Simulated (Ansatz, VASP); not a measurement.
# Zr2Ti (Zr2Ti in the C11b ordering) in two plane-wave programs

Aim: how closely do two programs agree when they are given the same cell, functional and k mesh? The cell is generated by rule, not measured, and may not be a known phase. The cell is taken from a series of runs on this material, whose earlier steps may have relaxed, scaled, displaced or heated it; both programs get it as it stands.

Calculated with Ansatz 0.2.0; plane waves, with VASP 6.6.1 beside it; zone-centre phonons at PBE.

The structure was built from a prototype and need not be the compound's stable phase.

## (1) The structure

Symmetry: I4/mmm, No. 139, tetragonal system. Conventional cell: a = 3.108 Å, b = 3.108 Å, c = 13.207 Å, α = 90.00°, β = 90.00°, γ = 90.00°. Nearest to Ti lie 8 Zr at 3.03 Å and 4 Ti at 3.11 Å. Zr has 4 Ti at 3.03 Å and 8 Zr at 3.11 to 3.27 Å nearest. Farther neighbours are not listed.

## (2) Ansatz: zone-centre phonons, PBE

Ansatz runs on its default PAW (the set named soft_2) files.

Second derivatives magnify differences that forces hide, and they need a tight electronic threshold.

input.yaml reads:

```yaml
crystal:
  lattice:
    - [3.1082203408, 0.0, -1.4814e-06]
    - [0.0, 3.1082203408, -1.4814e-06]
    - [1.5541133178, 1.5541133178, 6.6035726665]
  atoms:
    - { symbol: Ti, position: [0.0, 0.0, 0.0] }
    - { symbol: Zr, position: [0.6582920427, 0.6582920427, 0.6834159145] }
    - { symbol: Zr, position: [0.3417079573, 0.3417079573, 0.3165840855] }
kpoints:
  mp_grid: { grid: [6, 6, 6] }
hamiltonian:
  xc: pbe
scf:
  occupations: { method: methfessel_paxton, width: 0.2 }
output:
  eigenvalues: true
phonons:
  method: dfpt
  qmesh: [2, 2, 2]
  temperatures: { t_max: 1000, t_step: 50 }
  qpath:
    path:
      - [[0.0, 0.0, 0.0], [0.5, 0.5, 0.5], [0.5, 0.5, 0.75], [0.5, 0.0, 0.5], [0.0, 0.0, 0.0], [0.0, 0.0, 0.5], [0.47230665, 0.0, 0.73615333]]
      - [[0.52769335, 0.0, 0.26384667], [0.0, 0.0, 0.0]]
      - [[0.5, 0.5, 0.5], [0.52769335, 0.47230665, 0.5]]
      - [[0.47230665, 0.47230665, 0.97230665], [0.0, 0.0, 0.5]]
    npoints: 10
```

The run is started by

```console
$ ansatz run input.yaml --threads 4 --pin off --max-ram 8192MiB --backend cpu --events-out ev --progress --plain --runs-dir out
```

Numbers of over 12 decimals in the logs are rounded to 6 here.

Output:

```text
Warning: phonons: the dynamical matrix that this run interpolates holds no multipole term above the dipole-dipole one, and a site of this crystal is no centre of inversion, so its interpolated transverse optical and acoustic branches and sound speeds can stay off near Gamma, and the density of states and the thermodynamics with them. What a run solves at a wave vector of phonons.qpoints, Gamma apart, where the deck admits one, is free of this, and under fd what a larger phonons.supercell samples
Warning: crystal.symmetry: narrowed to the stabiliser of the run's FFT grids — unitary ops 16 → 4. A phonons.method: dfpt run fills in the rows of the dynamical matrix that it does not solve by its symmetry operations, which is exact only for operations that map its FFT grids onto themselves: filled in by any other, the frequencies could depend on the order in which like atoms are typed, or, by more than the grids' own error, on where the crystal sits among the grids' points. Excluded: 12 operations. The run can therefore solve more perturbations, solve them on more k-points, or both, and cost more. [rest of the remark cut]
Engine: ansatz 0.2.0, aarch64-unknown-linux-gnu
Pseudopotentials: kind: paw
Pseudopotential: Ti, paw, valence charge 12, recommended cutoff 420 eV (normal), Ti.paw.azcp
Pseudopotential: Zr, paw, valence charge 12, recommended cutoff 420 eV (normal), Zr.paw.azcp
Functional definition: PBE
  parameter kappa = 0.804
  parameter beta = 0.066725
  exchange = pbe_x(kappa = kappa, mu = beta*pi^2/3)
  correlation = pbe_c(beta = beta)
Crystal: 3 atoms, lattice volume = 63.797 Å³
Basis set: ecut = 420 eV, 1275 PW (Γ), exchange–correlation on 48×48×96 points (8 copies of the dense FFT grid, shifted against one another)
Bands: 22, of which v1, the nominal top of the filled ones, is band 18 counted from 1 (17 counted from 0)
Symmetry: 16 space group operations
k-points: 68 of 216 (irreducible under 4 space group operations)
Non-local potential: Ti, projectors of the file, l = 0: 3, l = 1: 2, l = 2: 3, l = 3: 1
Non-local potential: Zr, projectors of the file, l = 0: 3, l = 1: 2, l = 2: 2, l = 3: 2
PAW form: soft (Blöchl's): semilocal exchange-correlation on the pseudo side does not see the compensation charge
PAW one-centre angular grid: Ti, 590 points (default); XC on 64 Gauss nodes
PAW one-centre angular grid: Zr, 590 points (default); XC on 64 Gauss nodes
Initial density: superposition of atomic densities (neutral atoms: chi_scale 0, normalization atom), corrected by the library's trained network
Initial wavefunctions: pseudopotential atomic-orbital guess
Functional: x = pbe(κ = 0.804, μ = 0.219515), c = pbe(β = 0.066725)
SCF iter   1: F=—  HF=-10867.132590 eV  |F-HF|=—  |Δ(HF+E_count)|=         —  Δρ=4.38e-3  dr2=1.33e-2  ethr=1.77e-3  ⟨swp⟩=4.6  Hψ=11621  notcnv=0
automatic band count: the SCF goes on with 26 bands, as 22 were too few: they end inside the smearing window of the response
preconditioner: auto → Kerker (q_TF=auto, 2.480 Å⁻¹)  [metal: Δε(μ)=0.016 eV  Ē_g=3.467 eV  σ=0.200 eV  W_gap=0.07  n_scr=20 (ndim 8)  ℏωp=16.1 eV  f_vac=0.000  D(μ)=6.05/eV (n_scr^D=72)]
SCF iter   2: F=—  HF=-10867.131071 eV  |F-HF|=—  |Δ(HF+E_count)|=   1.52e-3  S|Δr|=    0.00e0  Δρ=2.58e-3  dr2=4.99e-3  ethr=3.70e-5  ⟨swp⟩=1.0  Hψ=2312  notcnv=0
SCF iter   3: F=—  HF=-10867.130606 eV  |F-HF|=—  |Δ(HF+E_count)|=   4.65e-4  S|Δr|=    0.00e0  Δρ=2.99e-4  dr2=4.33e-5  ethr=1.39e-5  ⟨swp⟩=2.0  Hψ=2040  notcnv=0
SCF iter   4: F=—  HF=-10867.130602 eV  |F-HF|=—  |Δ(HF+E_count)|=   3.89e-6  S|Δr|=    0.00e0  Δρ=7.77e-5  dr2=3.90e-6  ethr=1.20e-7  ⟨swp⟩=2.4  Hψ=2716  notcnv=0
SCF iter   5: F=—  HF=-10867.130601 eV  |F-HF|=—  |Δ(HF+E_count)|=   8.17e-7  S|Δr|=    0.00e0  Δρ=1.51e-5  dr2=1.42e-7  ethr=1.08e-8  ⟨swp⟩=1.1  Hψ=1696  notcnv=0
SCF iter   6: F=—  HF=-10867.130602 eV  |F-HF|=—  |Δ(HF+E_count)|=   1.33e-6  S|Δr|=    0.00e0  Δρ=2.41e-6  dr2=3.06e-9  ethr=3.95e-10  ⟨swp⟩=2.2  Hψ=2491  notcnv=0
SCF iter   7: F=—  HF=-10867.130602 eV  |F-HF|=—  |Δ(HF+E_count)|=  1.55e-10  S|Δr|=    0.00e0  Δρ=5.71e-7  dr2=3.46e-10  ethr=8.51e-12  ⟨swp⟩=2.6  Hψ=2888  notcnv=0
SCF iter   8: F=—  HF=-10867.130602 eV  |F-HF|=—  |Δ(HF+E_count)|=  1.09e-11  S|Δr|=    0.00e0  Δρ=1.67e-7  dr2=1.96e-11  ethr=1.00e-12  ⟨swp⟩=2.6  Hψ=2578  notcnv=0
SCF iter   9: F=-10867.130602 eV  HF=-10867.130602 eV  |F-HF|=0.00e0  |Δ(HF+E_count)|=  1.82e-12  S|Δr|=    0.00e0  Δρ=3.00e-8  dr2=4.21e-13  ethr=1.00e-12  ⟨swp⟩=6.8  Hψ=6694  notcnv=0
SCF 1 converged in 9 iterations: F = -10867.130602 eV  dr2 = 4.21e-13
  greatest PAW one-centre occupation: 0.999 electrons in one spin orbital (limit 2), on the Ti atom at site 0 (counted from 0), in its partial waves of l = 0
Symmetry: 4 space group operations
k-points: 68 of 216
Initial density: read from a saved state, or passed on in memory by an earlier SCF of this step, an earlier step, the calling program or the single point that the run made first
iter 1 solved again at ethr=1.52e-8 eV; its pass at ethr=3.10e-3 eV (dr2=5.47e-6 eV) is discarded
SCF iter   1: F=—  HF=-10867.130603 eV  |F-HF|=—  |Δ(HF+E_count)|=         —  Δρ=2.02e-7  dr2=1.43e-11  ethr=1.52e-8  ⟨swp⟩=3.1  Hψ=9990  notcnv=0
[...]
phonons: the bands overlap, so this run is a metal and interpolates without the dipole-dipole term. If the crystal is really an insulator or semiconductor, its LO-TO splitting is missing
NSCF: frozen V_eff on 30 k-points
NSCF: frozen V_eff on 112 k-points
DFPT response loops at q = (0, 0, 0) (fractional): preconditioner auto → Kerker (q_TF=auto, 2.480 Å⁻¹) (partly filled bands, converged f_vac=0.000); β = 1.00, the filter's whole step (`scf.mixing.beta` (0.50) is not read by the response loops under this deck's `scf.mixing.preconditioner`; to damp them name `kerker` or `kerker_dos`, under which they read `scf.mixing.beta`, and type it under 1.00, their step now; both keys bind the ground state too); Broyden in place of MSR1
NSCF: frozen V_eff on 224 k-points
DFPT response loops at q = (0, 0, -0.5) (fractional): mixed as the last ones told, above
NSCF: frozen V_eff on 224 k-points
DFPT response loops at q = (0, -0.5, 0) (fractional): mixed as the last ones told, above
NSCF: frozen V_eff on 224 k-points
DFPT response loops at q = (0, -0.5, -0.5) (fractional): mixed as the last ones told, above
NSCF: frozen V_eff on 224 k-points
DFPT response loops at q = (-0.5, -0.5, 0) (fractional): mixed as the last ones told, above
NSCF: frozen V_eff on 224 k-points
DFPT response loops at q = (-0.5, -0.5, -0.5) (fractional): mixed as the last ones told, above
SCF converged after 9 iterations
Stability not checked: this state was not tested for a lower state beside it, because cold or Methfessel-Paxton smearing, or corrected tetrahedra, fill the levels in a way that the test cannot read (fill_not_monotonic; see scf.lower_state_search)
Free energy (F): -10867.130602 eV
Harris-Foulkes:  -10867.130602 eV  (|F-HF|=0.00e0)
Internal energy: -10867.118169 eV  (E = F + TS)
E sigma→0 (E₀):  -10867.127494 eV
Entropy (-TS):   -0.012433 eV (-4.144 meV/atom)
Fermi energy:    13.693352 eV
Step filling:    the computed levels leave a gap of 0.0000 eV = 0.0 smearing widths at the electron count; against every level under it full and every level over it empty, smearing changes F+E_penalty+E_count by -7.437 meV and its σ→0 estimate by -4.328 meV
--- Per-component energies (eV) ---
  E_band       = -348.469366
  E_kinetic    = 937.992325
  E_local      = -2114.316880  (includes V_loc(G=0)·N_el)
  E_nonlocal   = 169.550588
  E_hartree    = 746.737139
  E_xc         = -420.370278
  E_vxc        = -503.262155  (∫ρ·V_xc dr)
  E_paw        = -6955.831478  (= ΣΔE_a)
  E_vpaw       = -331.907705  (= ΣTr[D̂ρ^β])
  E_aug_tail   = 0.000169  (compensation charges beyond the density's cutoff)
  E_ewald      = -3230.879753
  E_smearing   = -0.012433  (= −TS)
  E_closure    = -0.000000  (closes the sum)
  Σ components = -10867.130602   (vs F -10867.130602, Δ=0.00e0)
--- Band table (eV; the first three rows and the last of 68) ---
  k-point 0: bands = [... 14 lower, 11.1779, 12.2390, 12.2580, 14.4731, 14.5854, 14.5854, 14.6651, 15.6520, ... 4 higher]
  k-point 1: bands = [... 14 lower, 11.0991, 11.9440, 12.6480, 14.5437, 14.5660, 14.6390, 14.6390, 15.9648, ... 4 higher]
  k-point 2: bands = [... 14 lower, 10.9781, 11.7548, 13.0982, 14.2309, 14.7769, 14.7769, 14.9200, 15.9853, ... 4 higher]
  k-point 67: bands = [... 14 lower, 11.7611, 12.0326, 12.2365, 12.6823, 14.1192, 14.7360, 16.0951, 16.6790, ... 4 higher]
--- Phonons (Γ-DFPT): 4 representative perturbations + reference (Σ response iterations 12) ---
  ASR residual: 3.192e-5 → 0.000e0 eV/Å²; symmetrization residual: 6.155e-6 eV/Å²
  The last average, over the group as it would stand without the narrowing to the FFT grids, took up to 2.299e-6 eV/Å² of the zone centre's force constants
  ASR residual per site (eV/Å²): 3.19e-5 1.49e-5 1.49e-5
  Γ frequencies (cm⁻¹): 0.00 0.00 0.00 98.83 98.83 132.39 139.08 139.08 199.46
--- Phonons (arbitrary-q DFPT): 6 irreducible q on the 2×2×2 mesh ---
  q = [0.0000, 0.0000, 0.0000] (star 1, of the zone-centre solve; hermiticity 2.22e-6, symmetrization 2.00e-13, taken by the last average 4.14e-7): -0.00 -0.00 -0.00 98.83 98.83 132.39 139.08 139.08 199.46
  q = [0.0000, 0.0000, -0.5000] (star 1, 4 solved perturbations in 360 linear systems a pass and spin channel, the states on 112 of 216 k-point pairs; hermiticity 5.36e-5, symmetrization 1.26e-6, taken by the last average 8.32e-7): 55.23 55.23 71.80 71.80 90.52 103.56 138.84 138.84 203.73
  q = [0.0000, -0.5000, 0.0000] (star 2, 6 solved perturbations on 112 of 216 k-point pairs; hermiticity 1.60e-6, symmetrization 3.18e-14, taken by the last average 2.96e-7): 57.60 57.92 58.70 87.58 106.35 112.59 121.10 141.38 187.12
  q = [0.0000, -0.5000, -0.5000] (star 2, 6 solved perturbations on 112 of 216 k-point pairs; hermiticity 2.13e-5, symmetrization 4.14e-6, taken by the last average 3.71e-7): 57.60 57.92 58.70 87.58 106.35 112.59 121.10 141.38 187.12
  q = [-0.5000, -0.5000, 0.0000] (star 1, 4 solved perturbations in 360 linear systems a pass and spin channel, the states on 112 of 216 k-point pairs; hermiticity 6.31e-7, symmetrization 9.87e-13, taken by the last average 9.87e-8): 100.64 106.14 117.33 123.04 155.15 157.73 173.79 184.02 200.61
  q = [-0.5000, -0.5000, -0.5000] (star 1, 4 solved perturbations in 360 linear systems a pass and spin channel, the states on 112 of 216 k-point pairs; hermiticity 5.88e-6, symmetrization 2.75e-6, taken by the last average 9.72e-7): 100.64 106.14 117.33 123.04 155.15 157.73 173.79 184.02 200.61
  sum rule: each row above includes the acoustic sum rule's correction from the zone centre's row sums; it moved no ω² by more than (0.43 cm⁻¹)²
  mesh force constants: q→R imaginary residual 1.45e-17; ASR residual 3.192e-5 → 0.000e0 eV/Å²; symmetrization residual 4.441e-15 eV/Å²
  interpolated dispersion: 94 rows × 9 modes
  density of states and harmonic sums: on the 20×20×10 q-mesh, interpolated from the force constants of a 2×2×2 supercell (no non-analytic term)
  largest difference from the sums on the solved wave vectors: F 6.79e-2 eV, S 9.97e-5 and C_V 3.18e-5 eV/K
  zero-point energy: 0.064496 eV/cell   skipped modes (ω ≤ 0): 7, of them read as no rigid motion or as one in doubt: 4 (5.000e-3 modes/cell left out, lowest -8.87 cm⁻¹)   left out of the sums: 6.39e-4 of the cell's modes: C_V's classical limit lies that fraction below 3 k_B per atom; for a crystal, a wire or a layer, F and S can be off by more, and a phonons.interpolated_qmesh denser along its periods is the remedy for the sampling
```

In the SCF lines HF is the Harris–Foulkes energy and dr2 the Hartree energy of the density residual, in eV; the loop may stop once dr2 is under the threshold and the program's other checks hold. Hψ counts applications of the Hamiltonian.

[end of part 1 of 2]

[Lines on the potential files, build, host, timing and source positions are cut from VASP's logs without a mark.]

[Logs are printed without paths, hosts, clocks, repeated set-up lines and the standing remarks that a program may print on its own settings, such as how far it seeks lower states.]

[Hosts, paths, dates, database ids (printed as entryN), source tags and the programs' standing remarks are cut or masked in the printed files.]
